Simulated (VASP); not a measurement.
VASP, PAW. Band gap of KBr (rock salt) (no spin-orbit coupling). The mesh is coarse and the basis finite, so the quasiparticle values are not converged.

```json
[
 {"level": "vdW-DF2 (own cell)", "band gap (eV)": "3.99"},
 {"level": "evGW0@PBE (starting cell)", "band gap (eV)": "7.42"}
]
```

### Question
Estimate the band gap from optB86b-vdW (own cell), r2SCAN (own cell), G0W0@PBE (starting cell) and from experiment.

### Answer

The optB86b-vdW (own cell) comes out as 4.39 eV. The r2SCAN (own cell) comes out as 5.07 eV and the G0W0@PBE (starting cell) is 6.95 eV. The measured is 7.40 eV (as given by Aguado et al., (1998), arXiv:cond-mat/9809176).

Only levels that ran to the end are used. Left out are those held back, those with too coarse a band path, GW runs whose mesh misses a band edge, hybrids' fits of cells that aren't cubic and levels without matching references; a question may draw on a part of the rest.

The compound is KBr in the rock salt structure.
